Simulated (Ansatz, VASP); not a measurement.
# NbRu: VASP beside Ansatz, part 2 of 2

One calculation is typed for both programs; each brings its own data sets. How far apart do they land? The cell is taken from a series of runs on this material, whose earlier steps may have relaxed, scaled, displaced or heated it; both programs get it as it stands.

VASP 6.6.1 and Ansatz 0.2.0.

So far: The starting structure; Ansatz: zone-centre phonons, PBEsol; VASP: zone-centre phonons, PBEsol.

**3. VASP: zone-centre phonons, PBEsol (continued)**

Level of this step: PBEsol; plane waves and PAW (Nb_sv, Ru_pv) (VASP).

Numbers of over 12 decimals in the logs are rounded to 6 here.

OUTCAR, selected parts (step 3):

```text
ion  position               nearest neighbor table
   1  0.000  0.000  0.000-   2 2.72   2 2.72   2 2.72   2 2.72   2 2.72   2 2.72   2 2.72   2 2.72

  LATTYP: Found a simple cubic cell.
 ALAT       =     3.1391803495

 Subroutine GETGRP returns: Found 48 space group operations
 (whereof 48 operations were pure point group operations)

The static configuration has the point symmetry O_h .

 Found    165 irreducible k-points:

   k-points           NKPTS =    165   k-points in BZ     NKDIM =    165   number of bands    NBANDS=     19

   dimension x,y,z NGX =    24 NGY =   24 NGZ =   24
   dimension x,y,z NGXF=    48 NGYF=   48 NGZF=   48

   ENCUT  =  500.0 eV  36.75 Ry    6.06 a.u.   5.72  5.72  5.72*2*pi/ulx,y,z

   NELECT =      27.0000    total number of electrons

 k-points in reciprocal lattice and weights: Automatic mesh
   0.00000000  0.00000000  0.00000000       0.000
   0.06250000  0.00000000  0.00000000       0.001
   0.12500000  0.00000000  0.00000000       0.001
   0.18750000  0.00000000  0.00000000       0.001
   0.25000000  0.00000000  0.00000000       0.001
   0.31250000  0.00000000  0.00000000       0.001
   0.37500000  0.00000000  0.00000000       0.001
   0.43750000  0.00000000  0.00000000       0.001
   0.50000000  0.00000000  0.00000000       0.001
[...]
0.50000000  0.50000000  0.43750000       0.001
   0.50000000  0.50000000  0.50000000       0.000

 average (electrostatic) potential at core
       1 -76.1674       2 -67.1203

  Total       -0.0543601     -0.0543601     -0.0543601      0.0000000      0.0000000     -0.0000000
  in kB       -2.8154145     -2.8154145     -2.8154145      0.0000000      0.0000000     -0.0000000
  external PRESSURE =      -2.8154145 kB  Pullay stress =       0.0000000 kB

  energy-cutoff  :      500.00
  volume of cell :       30.93
      direct lattice vectors                 reciprocal lattice vectors
     3.139180350  0.000000000  0.000000000     0.318554492  0.000000000  0.000000000
     0.000000000  3.139180350  0.000000000     0.000000000  0.318554492  0.000000000
     0.000000000  0.000000000  3.139180350     0.000000000  0.000000000  0.318554492

 POSITION                                       TOTAL-FORCE (eV/Angst)
 -----------------------------------------------------------------------------------
      0.00000      0.00000      0.00000         0.000000      0.000000      0.000000
      1.56959      1.56959      1.56959         0.000000      0.000000      0.000000
 -----------------------------------------------------------------------------------
    total drift:                                0.000000      0.000000     -0.000000

 Eigenvectors and eigenvalues of the dynamical matrix
 ----------------------------------------------------

   1 f  =    3.953640 THz    24.841454 2PiTHz  131.879242 cm-1    16.350935 meV
             X         Y         Z           dx          dy          dz
      0.000000  0.000000  0.000000     0.725786   -0.000000    0.000000
      1.569590  1.569590  1.569590    -0.687921    0.000000    0.000000

   2 f  =    3.953640 THz    24.841454 2PiTHz  131.879242 cm-1    16.350935 meV
             X         Y         Z           dx          dy          dz
      0.000000  0.000000  0.000000    -0.000000   -0.725786   -0.000000
      1.569590  1.569590  1.569590     0.000000    0.687921    0.000000

   3 f  =    3.953640 THz    24.841454 2PiTHz  131.879242 cm-1    16.350935 meV
             X         Y         Z           dx          dy          dz
      0.000000  0.000000  0.000000    -0.000000   -0.000000    0.725786
      1.569590  1.569590  1.569590     0.000000    0.000000   -0.687921

   4 f/i=    0.022689 THz     0.142558 2PiTHz    0.756819 cm-1     0.093834 meV
             X         Y         Z           dx          dy          dz
      0.000000  0.000000  0.000000     0.560945    0.398216    0.000000
      1.569590  1.569590  1.569590     0.591821    0.420135    0.000000

   5 f/i=    0.022689 THz     0.142558 2PiTHz    0.756819 cm-1     0.093834 meV
             X         Y         Z           dx          dy          dz
      0.000000  0.000000  0.000000     0.000000    0.000000   -0.687921
      1.569590  1.569590  1.569590    -0.000000    0.000000   -0.725786

   6 f/i=    0.022689 THz     0.142558 2PiTHz    0.756819 cm-1     0.093834 meV
             X         Y         Z           dx          dy          dz
      0.000000  0.000000  0.000000     0.398216   -0.560945   -0.000000
      1.569590  1.569590  1.569590     0.420135   -0.591821    0.000000

 ELASTIC MODULI CONTR FROM IONIC RELAXATION (kBar)
 Direction    XX          YY          ZZ          XY          YZ          ZX
 --------------------------------------------------------------------------------
 XX           0.0000      0.0000      0.0000      0.0000      0.0000      0.0000
 YY           0.0000      0.0000      0.0000      0.0000      0.0000      0.0000
 ZZ           0.0000      0.0000      0.0000      0.0000      0.0000      0.0000
 XY           0.0000      0.0000      0.0000      0.0000      0.0000      0.0000
 YZ           0.0000      0.0000      0.0000      0.0000      0.0000      0.0000
 ZX           0.0000      0.0000      0.0000      0.0000      0.0000      0.0000
 --------------------------------------------------------------------------------
```

**4. Comparison**

Known differences besides the potentials themselves: the data sets hold 29 valence electrons in Ansatz (on its PAW soft_1 files) and 27 in VASP; the cutoff is 420 eV in Ansatz and 500 eV in VASP; Ansatz makes its cores anew for this functional, VASP keeps those of its PBE data sets. Total energies have different zeros and are not compared.

Both answers:

| quantity | Ansatz | VASP | difference |
| --- | --- | --- | --- |
| optical mode 1 to 3 (cm⁻¹) | 128.8 | 131.9 | -2.30 % |

Modes are paired by rising frequency, not by their patterns, so a pair may set unlike modes beside each other; they are those without the splitting of longitudinal modes.

**5. Results**

```json
{
  "r.m.s. difference of the optical zone-centre modes, each program's sorted by frequency (zone-centre phonons, PBEsol)": "3.0 cm⁻¹",
  "difference in optical mode 1 to 3 (zone-centre phonons, PBEsol)": "-2.3 %"
}
```

The r.m.s. difference of the optical zone-centre modes, each program's sorted by frequency is 3.0 cm⁻¹ (zone-centre phonons, PBEsol). The data sets hold unlike numbers of valence electrons (29 in Ansatz and 27 in VASP), so part of the differences comes from the potentials. Among the rows given in per cent, the largest difference of the zone-centre phonons, PBEsol pair is in optical mode 1 to 3, -2.3 %. How closely two codes agree says nothing of how well the functional describes the real material.

[Lines on the potential files, build, host, timing and source positions are cut from VASP's logs without a mark.]

[Logs are printed without paths, hosts, clocks, repeated set-up lines and the standing remarks that a program may print on its own settings, such as how far it seeks lower states.]

[Hosts, paths, dates, database ids (printed as entryN), source tags and the programs' standing remarks are cut or masked in the printed files.]
